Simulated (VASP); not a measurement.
Level of theory: PBEsol GGA, VASP's PBE PAW potentials (set 64) (plane waves; VASP).

Gaps are without spin-orbit coupling.

```
Quantity                                              Result
---------------------------------------------  -------------
volume per atom                                17.84 Å³/atom
band gap (over mesh and band path)                   0.22 eV
smallest direct gap (over mesh and band path)        1.00 eV
```

Problem. Which relaxed crystal gives these values?
A) GaP, F-43m (216)
B) MgO, Fm-3m (225)
C) ZnCdS2, P3m1 (156)
D) PtAs2, Pa-3 (205)

Solution. D, PtAs2, Pa-3 (205)
